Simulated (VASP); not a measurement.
# LaSb under strain, part 4 of 4

How does the pressure of LaSb answer to a change of volume? The bands are shown for each cell. All runs use LDA. Left out of this account: 1 further run (self-consistent run: a reference on another mesh). The start is a cell from a database of measured crystal structures.

VASP 6.6.1; LDA; plane waves and PAW (La, Sb).

Still holding for the runs below: Spin-orbit coupling is off here; with elements this heavy it splits and shifts levels by tenths of an eV or more.

So far, pressure (GPa): step 2 (bands, cell as listed) -2.26; step 3 (cell volume +4.0 %) -4.11; step 4 (cell volume +8.0 %) -5.59; step 5 (bands, sheared, principal strains -1.5, +0.1, +1.4 %) -2.27; step 6 (cell volume -4.0 %) 0.0218.

## 7. Bands, volume times 0.92

The cell is scaled evenly once more. A prediction first. A parabola through the 4 pressures of evenly scaled cells so far, P = -2.26 -51.5 t +106 t² GPa with t = ln(V/V₁) and V₁ the volume at scale 1, gives 2.77 GPa at t = -0.0834.

The input, INCAR:

```
SYSTEM = LaSb
PREC = Accurate
ENCUT = 400
EDIFF = 1E-06
NELM = 100
ISMEAR = -1
SIGMA = 0.05
LREAL = .FALSE.
ALGO = Normal
GGA = CA
NBANDS = 20
LASPH = .TRUE.
LORBIT = 11
LWAVE = .FALSE.
LCHARG = .FALSE.
KPAR = 2
```

The input, POSCAR:

```
LaSb
1.0
    0.0000000000      3.1560507411      3.1560507411
    3.1560507411      0.0000000000      3.1560507411
    3.1560507411      3.1560507411      0.0000000000
La Sb
1 1
Direct
    0.0000000000      0.0000000000      0.0000000000
    0.5000000000      0.5000000000      0.5000000000
```

The input, KPOINTS:

```
Automatic mesh
0
Gamma
10 10 10
0 0 0
```

The input, KPOINTS_OPT:

```
Line mode
16
Line-mode
Reciprocal
  0.00000000   0.00000000   0.00000000 GAMMA
  0.50000000   0.00000000   0.50000000 X

  0.50000000   0.00000000   0.50000000 X
  0.50000000   0.25000000   0.75000000 W

  0.50000000   0.25000000   0.75000000 W
  0.37500000   0.37500000   0.75000000 K

  0.37500000   0.37500000   0.75000000 K
  0.00000000   0.00000000   0.00000000 GAMMA

  0.00000000   0.00000000   0.00000000 GAMMA
  0.50000000   0.50000000   0.50000000 L

  0.50000000   0.50000000   0.50000000 L
  0.62500000   0.25000000   0.62500000 U

  0.62500000   0.25000000   0.62500000 U
  0.50000000   0.25000000   0.75000000 W

  0.50000000   0.25000000   0.75000000 W
  0.50000000   0.50000000   0.50000000 L

  0.50000000   0.50000000   0.50000000 L
  0.37500000   0.37500000   0.75000000 K

  0.62500000   0.25000000   0.62500000 U
  0.50000000   0.00000000   0.50000000 X
```

Potentials, in the order of the species: La and Sb (LDA family, release 64).

Started as:

```
mpirun -np 2 vasp_std
```

What it wrote:

```text
[... set-up lines as in an earlier step ...]
 entering main loop
       N       E                     dE             d eps       ncg     rms          rms(c)
DAV:   1     0.108750935749E+03    0.10875E+03   -0.44930E+03  1964   0.772E+02
DAV:   2     0.647295386625E+00   -0.10810E+03   -0.92157E+02  2068   0.156E+02
DAV:   3    -0.120116193937E+02   -0.12659E+02   -0.12108E+02  2280   0.671E+01
DAV:   4    -0.129871407295E+02   -0.97552E+00   -0.96921E+00  3152   0.165E+01
DAV:   5    -0.129970521032E+02   -0.99114E-02   -0.99057E-02  2580   0.152E+00    0.391E+00
DAV:   6    -0.129119957736E+02    0.85056E-01   -0.65221E-02  2472   0.984E-01    0.240E+00
DAV:   7    -0.128889185853E+02    0.23077E-01   -0.46347E-02  2604   0.105E+00    0.600E-01
DAV:   8    -0.128877216834E+02    0.11969E-02   -0.48333E-03  2660   0.325E-01    0.106E-01
DAV:   9    -0.128876909121E+02    0.30771E-04   -0.37590E-04  3236   0.173E-01    0.250E-02
DAV:  10    -0.128876916707E+02   -0.75860E-06   -0.22593E-05  2832   0.245E-02    0.140E-02
DAV:  11    -0.128876932720E+02   -0.16013E-05   -0.36824E-06  3012   0.126E-02    0.170E-03
DAV:  12    -0.128876932267E+02    0.45306E-07   -0.12496E-07  1232   0.356E-03
   1 F= -.12887693E+02 E0= -.12886530E+02  d E =-.232693E-02
 Start KPOINTS_OPT (optional k-point list driver)
k-point batch [1-47\160]
       N       E                     dE             ncg
DAV:   1     0.254907426473E+04   -0.15867E+05     1956
DAV:   2    -0.246105342210E+04   -0.50101E+04     2152
DAV:   3    -0.304465034153E+04   -0.58360E+03     2260
DAV:   4    -0.308955863738E+04   -0.44908E+02     3152
DAV:   5    -0.309006769552E+04   -0.50906E+00     2540
DAV:   6    -0.309010642778E+04   -0.38732E-01     3212
DAV:   7    -0.309010690077E+04   -0.47299E-03     2540
DAV:   8    -0.309010693743E+04   -0.36666E-04     2620
DAV:   9    -0.309010693910E+04   -0.16734E-05     1436
DAV:  10    -0.309010693916E+04   -0.57315E-07     1216
[...]
k-point batch [142-160\160]
       N       E                     dE             ncg
DAV:   1     0.128263211592E+05   -0.81272E+04      816
DAV:   2     0.108918463509E+05   -0.19345E+04      892
DAV:   3     0.106767023628E+05   -0.21514E+03      916
DAV:   4     0.106609268841E+05   -0.15775E+02     1320
DAV:   5     0.106607621211E+05   -0.16476E+00      992
DAV:   6     0.106607487556E+05   -0.13365E-01     1328
DAV:   7     0.106607486074E+05   -0.14828E-03      984
DAV:   8     0.106607485960E+05   -0.11320E-04     1040
DAV:   9     0.106607485959E+05   -0.12533E-06      568
```

Elapsed: 32 s, on 2 MPI ranks of Intel Xeon 6975P-C (Granite Rapids), shared host; peak memory 0.39 GiB; 61 s of CPU time.

OUTCAR, selected parts (step 7):

```text
   ENCUT  =  400.0 eV  29.40 Ry    5.42 a.u.   7.28  7.28  7.28*2*pi/ulx,y,z

   NELECT =      16.0000    total number of electrons

 E-fermi :   7.3301

 k-point     1 :       0.0000    0.0000    0.0000
  band No.  band energies     occupation
      1     -24.7708      2.00000
      2      -8.4493      2.00000
      3      -8.4493      2.00000
      4      -8.4493      2.00000
      5      -1.8211      2.00000
      6       7.5964      0.00967
      7       7.5964      0.00967
      8       7.5964      0.00967
      9       8.5936      0.00000
     10       8.5936      0.00000
    ...

  Total        1.1131742      1.1131742      1.1131742      0.0000000      0.0000000      0.0000000
  in kB       28.3668938     28.3668938     28.3668938      0.0000000      0.0000000      0.0000000
  external PRESSURE =      28.3668938 kB  Pullay stress =       0.0000000 kB

 POSITION                                       TOTAL-FORCE (eV/Angst)
 -----------------------------------------------------------------------------------
      0.00000      0.00000      0.00000         0.000000     -0.000000     -0.000000
      3.15605      3.15605      3.15605        -0.000000      0.000000      0.000000
 -----------------------------------------------------------------------------------
    total drift:                               -0.000000      0.000000      0.000000

  FREE ENERGIE OF THE ION-ELECTRON SYSTEM (eV)
  ---------------------------------------------------
  free  energy   TOTEN  =       -12.8876932267 eV

  energy  without entropy=      -12.8853662918  energy(sigma->0) =      -12.88652976

[... 4 parts as in an earlier step ...]

[... 12 further parts left out ...]
```

Numbers from this step:

| Property | Result |
| --- | --- |
| free energy (TOTEN) | -12.89 eV |
| energy at zero smearing | -12.89 eV |
| Fermi energy | 7.330 eV |
| pressure | 2.837 GPa |

The electronic bands at the labelled points (eV, zero at the Fermi level; # counts the bands kept, so #1 is VASP's band 5):

```
          point     #1     #2     #3     #4     #5    #6    #7    #8
              Γ  -9.15   0.27   0.27   0.27   1.26  1.26  1.26  2.06
0.53 of the way  -8.45  -2.24  -0.28  -0.28   0.13  2.24  2.24  2.24
              X  -8.56  -1.37  -0.42  -0.16  -0.16  2.27  2.31  2.37
0.53 of the way  -8.36  -1.40  -1.19  -1.07   0.87  2.20  2.31  2.36
              W  -8.17  -1.84  -1.35  -1.35   1.80  1.80  2.33  2.33
0.47 of the way  -8.19  -1.86  -1.40  -1.20   1.37  2.06  2.30  2.34
              K  -8.20  -1.90  -1.41  -1.00   1.02  2.22  2.24  2.35
0.47 of the way  -8.15  -2.47  -1.47  -1.00   1.74  1.80  2.20  2.30
              Γ  -9.15   0.27   0.27   0.27   1.26  1.26  1.26  2.06
0.47 of the way  -8.50  -1.72  -0.95  -0.95   1.43  1.80  1.80  2.38
              L  -7.53  -3.42  -1.76  -1.76   1.92  2.20  2.20  2.43
0.47 of the way  -7.78  -2.97  -1.58  -1.55   1.80  2.12  2.19  2.39
              U  -8.20  -1.90  -1.41  -1.00   1.02  2.22  2.24  2.35
0.53 of the way  -8.19  -1.86  -1.40  -1.20   1.37  2.06  2.30  2.34
              W  -8.17  -1.84  -1.35  -1.35   1.80  1.80  2.33  2.33
0.47 of the way  -7.90  -2.69  -1.49  -1.44   1.83  1.94  2.25  2.36
              L  -7.53  -3.42  -1.76  -1.76   1.92  2.20  2.20  2.43
0.53 of the way  -7.83  -2.84  -1.54  -1.49   1.74  2.12  2.19  2.38
              K  -8.20  -1.90  -1.41  -1.00   1.02  2.22  2.24  2.35
      jump to U  -8.20  -1.90  -1.41  -1.00   1.02  2.22  2.24  2.35
0.53 of the way  -8.47  -1.39  -0.99  -0.42   0.27  2.26  2.30  2.36
              X  -8.56  -1.37  -0.42  -0.16  -0.16  2.27  2.31  2.37
```

Of the projections kept (La, Sb), the largest for each band there; the rest of the weight can lie on other orbitals:

| point | #1 | #2 | #3 | #4 | #5 | #6 | #7 | #8 |
| --- | --- | --- | --- | --- | --- | --- | --- | --- |
| Γ | Sb 0.93 | Sb 0.54 | Sb 0.54 | Sb 0.54 | La 0.93 | La 0.93 | La 0.93 | La 1.00 |
| X | Sb 0.91 | Sb 0.69 | La 0.92 | Sb 0.65 | Sb 0.65 | La 1.00 | La 0.99 | La 1.00 |
| W | Sb 0.88 | Sb 0.61 | Sb 0.58 | Sb 0.58 | La 0.93 | La 0.93 | La 1.00 | La 1.00 |
| K | Sb 0.89 | Sb 0.59 | Sb 0.63 | Sb 0.59 | La 0.85 | La 1.00 | La 0.98 | La 1.00 |
| Γ | Sb 0.93 | Sb 0.54 | Sb 0.54 | Sb 0.54 | La 0.93 | La 0.93 | La 0.93 | La 1.00 |
| L | Sb 0.85 | Sb 0.62 | Sb 0.55 | Sb 0.55 | La 0.98 | La 0.99 | La 0.99 | La 1.00 |

 The pressure is 2.84 GPa. The parabola predicted 2.77 GPa, -0.07 GPa off.

## 8. Bands, atoms displaced by up to 0.06 Å

The atoms are moved off their sites at random, as a crude picture of disorder.

INCAR is that of step 7.

The input, POSCAR:

```
LaSb
1.0
    0.0000000000      3.2450000000      3.2450000000
    3.2450000000      0.0000000000      3.2450000000
    3.2450000000      3.2450000000      0.0000000000
La Sb
1 1
Direct
   -0.0065360000     -0.0081520000      0.0162880000
    0.4939630000      0.4980670000      0.5022080000
```

KPOINTS is that of step 7.

KPOINTS_OPT is that of step 7.

Started as:

```
mpirun -np 2 vasp_std
```

What it wrote:

```text
[... set-up lines as in an earlier step ...]
 entering main loop
       N       E                     dE             d eps       ncg     rms          rms(c)
DAV:   1     0.114146343739E+03    0.11415E+03   -0.44355E+03 20592   0.762E+02
DAV:   2     0.126880817716E+01   -0.11288E+03   -0.96807E+02 23212   0.154E+02
DAV:   3    -0.120113937847E+02   -0.13280E+02   -0.12783E+02 24008   0.680E+01
DAV:   4    -0.129954056346E+02   -0.98401E+00   -0.97743E+00 34136   0.163E+01
DAV:   5    -0.130076158270E+02   -0.12210E-01   -0.12201E-01 26920   0.167E+00    0.360E+00
DAV:   6    -0.129081261835E+02    0.99490E-01   -0.10438E-01 26512   0.121E+00    0.219E+00
DAV:   7    -0.128878974404E+02    0.20229E-01   -0.52593E-02 27852   0.102E+00    0.736E-01
DAV:   8    -0.128868781402E+02    0.10193E-02   -0.52314E-03 32308   0.446E-01    0.101E-01
DAV:   9    -0.128867498019E+02    0.12834E-03   -0.49314E-04 31712   0.239E-01    0.331E-02
DAV:  10    -0.128867453629E+02    0.44391E-05   -0.58275E-05 27624   0.343E-02    0.199E-02
DAV:  11    -0.128867483421E+02   -0.29792E-05   -0.10322E-05 35148   0.200E-02    0.269E-03
DAV:  12    -0.128867481608E+02    0.18136E-06   -0.66207E-07 20556   0.963E-03
   1 F= -.12886748E+02 E0= -.12885794E+02  d E =-.190745E-02
 Start KPOINTS_OPT (optional k-point list driver)
k-point batch [1-160\160]
       N       E                     dE             ncg
DAV:   1     0.159740995746E+05   -0.52547E+05     6556
DAV:   2    -0.186752871196E+04   -0.17842E+05     7424
DAV:   3    -0.392597767783E+04   -0.20584E+04     7720
DAV:   4    -0.408017483125E+04   -0.15420E+03    11044
DAV:   5    -0.408197959787E+04   -0.18048E+01     8584
DAV:   6    -0.408210402935E+04   -0.12443E+00    11252
DAV:   7    -0.408210545790E+04   -0.14285E-02     8516
DAV:   8    -0.408210558136E+04   -0.12346E-03     9696
DAV:   9    -0.408210558263E+04   -0.12697E-05     5104
DAV:  10    -0.408210558284E+04   -0.20555E-06     4652
```

Elapsed: 2 min, on 2 MPI ranks; peak memory 1.6 GiB.

Parts of OUTCAR (step 8):

```text
   NELECT =      16.0000    total number of electrons

 E-fermi :   6.5223

 k-point     1 :       0.0000    0.0000    0.0000
  band No.  band energies     occupation
      1     -25.8637      2.00000
      2      -9.5207      2.00000
      3      -9.5200      2.00000
      4      -9.5199      2.00000
      5      -2.4327      2.00000
      6       6.6985      0.05736
      7       6.7025      0.05298
      8       6.7044      0.05105
      9       7.7773      0.00000
     10       7.7829      0.00000
    ...

  Total       -0.9547778     -0.9216212     -0.9592439     -0.0107390      0.0090964      0.0052377
  in kB      -22.3840562    -21.6067248    -22.4887617     -0.2517674      0.2132589      0.1227934
  external PRESSURE =     -22.1598476 kB  Pullay stress =       0.0000000 kB

 POSITION                                       TOTAL-FORCE (eV/Angst)
 -----------------------------------------------------------------------------------
      3.27140      3.27665      6.44234        -0.085742     -0.149045      0.073241
      3.24589      3.23257      3.21914         0.085742      0.149045     -0.073241
 -----------------------------------------------------------------------------------
    total drift:                                0.000018     -0.000067      0.000098

  FREE ENERGIE OF THE ION-ELECTRON SYSTEM (eV)
  ---------------------------------------------------
  free  energy   TOTEN  =       -12.8867481608 eV

  energy  without entropy=      -12.8848407094  energy(sigma->0) =      -12.88579444

[... 5 parts as in an earlier step ...]

[... 12 further parts left out ...]
```

This step gave:

| Property | Result |
| --- | --- |
| irreducible k-points | 504 |
| symmetry operations | 1 |
| Fermi energy | 6.522 eV |
| pressure | -2.216 GPa |

Electronic bands along the path, in eV, zero at the Fermi level; # counts the bands kept, so #1 is VASP's band 5:

```
          point     #1     #2     #3     #4     #5    #6    #7    #8
              Γ  -8.95   0.18   0.18   0.18   1.25  1.26  1.27  1.82
0.47 of the way  -8.43  -2.01  -0.31  -0.31   0.38  1.93  1.93  1.98
              X  -8.39  -1.46  -0.36  -0.27  -0.18  1.98  2.01  2.06
0.53 of the way  -8.23  -1.46  -1.18  -1.03   0.83  1.93  2.01  2.05
              W  -8.10  -1.75  -1.37  -1.36   1.63  1.63  2.03  2.03
0.53 of the way  -8.11  -1.80  -1.44  -1.14   1.23  1.85  2.00  2.04
              K  -8.12  -1.84  -1.46  -0.99   0.99  1.94  1.96  2.04
0.47 of the way  -8.13  -2.34  -1.36  -0.97   1.58  1.68  1.93  2.02
              Γ  -8.95   0.18   0.18   0.18   1.25  1.26  1.27  1.82
0.53 of the way  -8.29  -1.99  -1.06  -1.05   1.39  1.75  1.75  2.09
              L  -7.64  -3.22  -1.63  -1.62   1.72  1.92  1.92  2.10
0.47 of the way  -7.81  -2.82  -1.52  -1.44   1.64  1.87  1.92  2.07
              U  -8.12  -1.83  -1.45  -0.98   0.99  1.94  1.95  2.04
0.47 of the way  -8.11  -1.80  -1.44  -1.14   1.23  1.85  2.00  2.04
              W  -8.10  -1.75  -1.37  -1.36   1.63  1.63  2.03  2.03
0.47 of the way  -7.90  -2.56  -1.46  -1.37   1.66  1.75  1.96  2.05
              L  -7.64  -3.22  -1.63  -1.62   1.72  1.92  1.92  2.10
0.47 of the way  -7.81  -2.82  -1.52  -1.45   1.64  1.87  1.92  2.07
              K  -8.12  -1.84  -1.46  -0.99   0.99  1.94  1.96  2.04
      jump to U  -8.12  -1.83  -1.45  -0.98   0.99  1.94  1.95  2.04
0.47 of the way  -8.30  -1.47  -1.07  -0.54   0.37  1.97  2.00  2.05
              X  -8.39  -1.46  -0.36  -0.27  -0.18  1.98  2.01  2.06
```

Of the projections kept (La, Sb), the largest for each band there; the rest of the weight can lie on other orbitals:

```
point       #1       #2       #3       #4       #5       #6       #7       #8
    Γ  Sb 0.94  Sb 0.53  Sb 0.53  Sb 0.53  La 0.95  La 0.94  La 0.94  La 1.00
    X  Sb 0.93  Sb 0.72  La 0.58  Sb 0.66  La 0.59  La 1.00  La 0.99  La 1.00
    W  Sb 0.91  Sb 0.62  Sb 0.62  Sb 0.62  La 0.95  La 0.95  La 1.00  La 1.00
    K  Sb 0.91  Sb 0.61  Sb 0.67  Sb 0.60  La 0.88  La 1.00  La 0.99  La 1.00
    Γ  Sb 0.94  Sb 0.53  Sb 0.53  Sb 0.53  La 0.95  La 0.94  La 0.94  La 1.00
    L  Sb 0.88  Sb 0.63  Sb 0.55  Sb 0.55  La 0.99  La 1.00  La 1.00  La 1.00
```

Force by atom:

```
atom  x (eV/Å)  y (eV/Å)  z (eV/Å)   size
 La1    -0.086    -0.149     0.073  0.187
 Sb2     0.086     0.149    -0.073  0.187
```

 The pressure is -2.22 GPa, and the symmetry operations fall from 48 to 1.

## 9. The runs together

| cell | mesh | pressure (GPa) | gap (eV) |
| --- | --- | --- | --- |
| cell as listed | 10×10×10 | -2.26 | none |
| volume times 1.04 | 10×10×10 | -4.11 | none |
| volume times 1.08 | 10×10×10 | -5.59 | none |
| sheared, principal strains -1.5, +0.1, +1.4 % | 10×10×10 | -2.27 | none |
| volume times 0.96 | 10×10×10 | 0.02 | none |
| volume times 0.92 | 10×10×10 | 2.84 | none |
| atoms displaced by up to 0.06 Å | 10×10×10 | -2.22 | none |

## 10. Results

```json
{
  "pressure, cell as listed": "-2.26 GPa",
  "pressure, volume times 1.04": "-4.11 GPa",
  "pressure, volume times 1.08": "-5.59 GPa",
  "pressure, sheared, principal strains -1.5, +0.1, +1.4 %": "-2.27 GPa",
  "pressure, volume times 0.96": "0.0218 GPa",
  "pressure, volume times 0.92": "2.84 GPa",
  "pressure, atoms displaced by up to 0.06 Å": "-2.22 GPa",
  "bulk modulus at the listed volume, shape and positions held": "51.8 GPa"
}
```

The slope of pressure against ln V at the listed volume gives a bulk modulus of 51.8 GPa at fixed shape and positions (not that of equilibrium, since the cell bears -2.3 GPa there). Spin-orbit coupling is left out, and with elements this heavy it would split and shift bands near the Fermi level.

[Lines on the potential files, build, host, timing and source positions are cut from VASP's logs without a mark.]

[Logs are printed without paths, hosts, clocks, repeated set-up lines and the standing remarks that a program may print on its own settings, such as how far it seeks lower states.]

[Hosts, paths, dates, database ids (printed as entryN), source tags and the programs' standing remarks are cut or masked in the printed files.]

[A measured line is paired with the nearest computed mode of its activity, which favours agreement.]
